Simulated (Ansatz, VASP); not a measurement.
# Si3Ge2 (Si/Ge, 8 layers (001)): VASP beside Ansatz, part 2 of 2

Aim: how closely do two programs agree when they are given the same cell, functional and k mesh? The structure shown is the end of the VASP relaxation below.

VASP 6.6.1 and Ansatz 0.2.0.

So far: Starting point; VASP: relaxation, LDA.

## (3) Ansatz: single point, LDA

Level of this step: Ansatz beside VASP: Kohn-Sham DFT, plane waves, LDA (Ansatz).

Ansatz runs on its default PAW (the set named soft_2) files.

The same cell, functional (in two slightly different forms), mesh and smearing now go to Ansatz, which takes its cutoff from its data sets.

The input, input.yaml:

```yaml
crystal:
  lattice:
    - [3.82255657, 0.0, 0.0]
    - [0.0, 3.82255657, 0.0]
    - [0.0, 0.0, 27.74147234]
  atoms:
    - { symbol: Si, position: [0.0, 0.0, 0.99998649] }
    - { symbol: Si, position: [0.5, 0.0, 0.04854838] }
    - { symbol: Si, position: [0.5, 0.5, 0.0973332] }
    - { symbol: Si, position: [0.0, 0.5, 0.14594813] }
    - { symbol: Si, position: [0.0, 0.0, 0.19457218] }
    - { symbol: Si, position: [0.5, 0.0, 0.24323446] }
    - { symbol: Si, position: [0.5, 0.5, 0.29194007] }
    - { symbol: Si, position: [0.0, 0.5, 0.34060235] }
    - { symbol: Si, position: [0.0, 0.0, 0.3892264] }
    - { symbol: Si, position: [0.5, 0.0, 0.43784134] }
    - { symbol: Si, position: [0.5, 0.5, 0.48662616] }
    - { symbol: Si, position: [0.0, 0.5, 0.53518805] }
    - { symbol: Ge, position: [0.0, 0.0, 0.58536508] }
    - { symbol: Ge, position: [0.5, 0.0, 0.63763023] }
    - { symbol: Ge, position: [0.5, 0.5, 0.68959189] }
    - { symbol: Ge, position: [0.0, 0.5, 0.74159303] }
    - { symbol: Ge, position: [0.0, 0.0, 0.7935815] }
    - { symbol: Ge, position: [0.5, 0.0, 0.84558265] }
    - { symbol: Ge, position: [0.5, 0.5, 0.8975443] }
    - { symbol: Ge, position: [0.0, 0.5, 0.94980945] }
hamiltonian:
  xc: lda
  pseudopotentials: { kind: paw }
kpoints:
  mp_grid: { grid: [6, 6, 1] }
scf:
  occupations: { method: gaussian, width: 0.05 }
  n_extra_bands: 9
output:
  forces: true
  eigenvalues: true
  write_density: true
  write_potential: true
  elf: true
  volumetric_format: npy
```

Command:

```
> ansatz run input.yaml --threads 8 --pin off --max-ram 18432MiB --backend cpu --events-out ev --progress --plain --runs-dir out
```

Numbers of over 12 decimals in the logs are rounded to 6 here.

Output:

```text
scf.n_extra_bands = 9 over 80 filled bands (N_el = 160.0): the run solves 89 bands
Engine: ansatz 0.2.0, aarch64-unknown-linux-gnu
Pseudopotentials: kind: paw
Pseudopotential: Si, paw, valence charge 4, recommended cutoff 420 eV (normal), Si.paw.azcp
Pseudopotential: Ge, paw, valence charge 14, recommended cutoff 420 eV (normal), Ge.paw.azcp
Functional definition: SPW92
  exchange = slater_x
  correlation = pw_c
Crystal: 20 atoms, lattice volume = 405.357 Å³
Basis set: ecut = 420 eV, 7909 PW (Γ)
Bands: 89, of which v1, the nominal top of the filled ones, is band 80 counted from 1 (79 counted from 0)
Symmetry: 8 space group operations
Space group: Pmma (ITA 51), of the structure as read, at distance tolerance 7.4e-5 Å
k-points: 16 of 36
Non-local potential: Si, projectors of the file, l = 0: 2, l = 1: 2, l = 2: 2
Non-local potential: Ge, projectors of the file, l = 0: 2, l = 1: 2, l = 2: 3, l = 3: 1
PAW form: soft (Blöchl's): semilocal exchange-correlation on the pseudo side does not see the compensation charge
PAW frozen core: Si, regenerated for the run's functional, and the local potential with it (the file was generated under x = pbe(κ = 0.804, μ = 0.219515), c = pbe(β = 0.066725))
PAW frozen core: Ge, regenerated for the run's functional, and the local potential with it (the file was generated under x = pbe(κ = 0.804, μ = 0.219515), c = pbe(β = 0.066725))
PAW one-centre angular grid: Si, 110 points (default); XC on 64 Gauss nodes
PAW one-centre angular grid: Ge, 590 points (default); XC on 64 Gauss nodes
Initial density: superposition of atomic densities (neutral atoms: chi_scale 0, normalization atom), corrected by the library's trained network
Initial wavefunctions: pseudopotential atomic-orbital guess
Functional: x = slater, c = lda
SCF iter   1: F=—  HF=-41029.216882 eV  |F-HF|=—  |Δ(HF+E_count)|=         —  Δρ=4.62e-3  dr2=4.59e-1  ethr=1.77e-3  ⟨swp⟩=7.1  Hψ=5917  notcnv=0
preconditioner: auto → Resta (q_TF=auto, 2.337 Å⁻¹)  ε∞=6.2  [insulator: Δε(μ)=0.362 eV  Ē_g=7.252 eV  σ=0.050 eV  W_gap=1.00  n_scr=92 (ndim 8)  ℏωp=16.5 eV  f_vac=0.000  D(μ)=0.00/eV (n_scr^D=0)  ε∞_Penn≈6.2]
SCF iter   2: F=—  HF=-41029.170469 eV  |F-HF|=—  |Δ(HF+E_count)|=   4.64e-2  Δρ=2.64e-3  dr2=3.73e-2  ethr=2.87e-4  ⟨swp⟩=2.4  Hψ=1808  notcnv=0  defer=24
SCF iter   3: F=—  HF=-41029.166060 eV  |F-HF|=—  |Δ(HF+E_count)|=   4.41e-3  Δρ=1.44e-3  dr2=5.94e-3  ethr=2.33e-5  ⟨swp⟩=1.7  Hψ=1479  notcnv=0  defer=25
SCF iter   4: F=—  HF=-41029.165018 eV  |F-HF|=—  |Δ(HF+E_count)|=   1.04e-3  Δρ=4.25e-4  dr2=1.31e-3  ethr=3.71e-6  ⟨swp⟩=2.0  Hψ=2672  notcnv=0  defer=25
SCF iter   5: F=—  HF=-41029.164664 eV  |F-HF|=—  |Δ(HF+E_count)|=   3.54e-4  Δρ=7.79e-5  dr2=1.47e-4  ethr=8.19e-7  ⟨swp⟩=2.0  Hψ=2191  notcnv=0  defer=25
SCF iter   6: F=—  HF=-41029.164656 eV  |F-HF|=—  |Δ(HF+E_count)|=   8.69e-6  Δρ=2.86e-5  dr2=7.50e-6  ethr=9.20e-8  ⟨swp⟩=1.9  Hψ=1513  notcnv=0  defer=25
SCF iter   7: F=—  HF=-41029.164523 eV  |F-HF|=—  |Δ(HF+E_count)|=   1.33e-4  Δρ=7.07e-6  dr2=8.73e-7  ethr=4.69e-9  ⟨swp⟩=2.4  Hψ=2549  notcnv=0  defer=29
SCF iter   8: F=-41029.164523 eV  HF=-41029.164523 eV  |F-HF|=2.52e-8  |Δ(HF+E_count)|=   3.58e-8  Δρ=2.26e-6  dr2=2.22e-8  ethr=6.25e-11  ⟨swp⟩=12.9  Hψ=10851  notcnv=0
SCF 1 converged in 8 iterations: F = -41029.164523 eV  dr2 = 2.22e-8
  greatest PAW one-centre occupation: 0.998 electrons in one spin orbital (limit 2), on the Ge atom at site 17 (counted from 0), in its partial waves of l = 2
SCF converged after 8 iterations
Free energy (F): -41029.164523 eV
Harris-Foulkes:  -41029.164523 eV  (|F-HF|=2.52e-8)
Internal energy: -41029.163409 eV  (E = F + TS)
E sigma→0 (E₀):  -41029.163966 eV
Entropy (-TS):   -0.001113 eV (-0.056 meV/atom)
Fermi energy:    7.713929 eV
--- Per-component energies (eV) ---
  E_band       = -1202.891276
  E_kinetic    = 1393.360373
  E_local      = -79427.787199  (includes V_loc(G=0)·N_el)
  E_nonlocal   = 3703.210545
  E_hartree    = 38400.079225
  E_xc         = -1265.518062
  E_vxc        = -1094.636639  (∫ρ·V_xc dr)
  E_paw        = -21368.007996  (= ΣΔE_a)
  E_vpaw       = -2577.205320  (= ΣTr[D̂ρ^β])
  E_aug_tail   = 0.002646  (compensation charges beyond the density's cutoff)
  E_ewald      = 17519.218481
  E_core_change = 16.278579  (= ΣΔE_core)
  E_smearing   = -0.001113  (= −TS)
  E_closure    = -0.000000  (closes the sum)
  Σ components = -41029.164523   (vs F -41029.164523, Δ=0.00e0)
--- Forces (eV/Å), atoms counted from 1 ---
  atom   1  Si     0.00000000     0.00000000     0.01359103
  atom   2  Si     0.00000000     0.00000000     0.00211565
  atom   3  Si     0.00000000     0.00000000    -0.03123052
  atom   4  Si     0.00000000     0.00000000     0.00152876
  atom   5  Si     0.00000000     0.00000000     0.00996364
  atom   6  Si     0.00000000     0.00000000     0.01131845
  atom   7  Si     0.00000000     0.00000000    -0.01131845
  atom   8  Si     0.00000000     0.00000000    -0.00996364
  atom   9  Si     0.00000000     0.00000000    -0.00152876
  atom  10  Si     0.00000000     0.00000000     0.03123052
  atom  11  Si     0.00000000     0.00000000    -0.00211565
  atom  12  Si     0.00000000     0.00000000    -0.01359103
  atom  13  Ge     0.00000000     0.00000000    -0.00072008
  atom  14  Ge     0.00000000     0.00000000    -0.02485076
  atom  15  Ge     0.00000000     0.00000000    -0.00820862
  atom  16  Ge     0.00000000     0.00000000    -0.00260307
  atom  17  Ge     0.00000000     0.00000000     0.00260307
  atom  18  Ge     0.00000000     0.00000000     0.00820862
  atom  19  Ge     0.00000000     0.00000000     0.02485076
  atom  20  Ge     0.00000000     0.00000000     0.00072008
  max |Σ_I F_I| component: 1.95e-18 eV/Å
--- Band table (eV; the first three rows and the last of 16) ---
  k-point 0: bands = [... 76 lower, 6.9235, 7.3092, 7.6584, 7.6674, 7.7596, 7.7708, 8.0179, 8.0510, ... 5 higher]
  k-point 1: bands = [... 76 lower, 6.8609, 6.9007, 6.9425, 7.5739, 8.1163, 8.3562, 8.7046, 9.0525, ... 5 higher]
  k-point 2: bands = [... 76 lower, 6.3211, 6.6006, 6.8499, 7.2152, 8.5685, 8.7661, 8.7935, 8.9959, ... 5 higher]
  k-point 15: bands = [... 76 lower, 4.3364, 4.3364, 4.3405, 4.3405, 7.9276, 7.9276, 7.9393, 7.9393, ... 5 higher]
```

Elapsed: 13 s, on 8 threads of Arm Neoverse N1, shared host; peak memory 2 GiB; 1.7 min of CPU time.

## (4) Differences

Known differences besides the potentials themselves: the two LDA forms differ slightly; the cutoff is 420 eV in Ansatz and 420 eV in VASP (PREC = Normal, projectors in real space); VASP's log shows a relativistic correction to its local exchange, Ansatz's none. Total energies have different zeros and are not compared.

At this near-relaxed geometry the largest component of a force difference is 23 meV/Å. VASP's last cycles still show a density residual of 2e-03, so its state may not be settled.

## (5) What came out

* r.m.s. force difference (single point, LDA): 5.5 meV/Å

In words: The r.m.s. force difference is 5.5 meV/Å (single point, LDA), within the 12 meV/Å picked in this series as the mark of a large difference. Such differences can come from data sets, numerical settings and the points named under the comparisons, not from the functional's error against experiment.

[Lines on the potential files, build, host, timing and source positions are cut from VASP's logs without a mark.]

[Logs are printed without paths, hosts, clocks, repeated set-up lines and the standing remarks that a program may print on its own settings, such as how far it seeks lower states.]

[Hosts, paths, dates, database ids (printed as entryN), source tags and the programs' standing remarks are cut or masked in the printed files.]
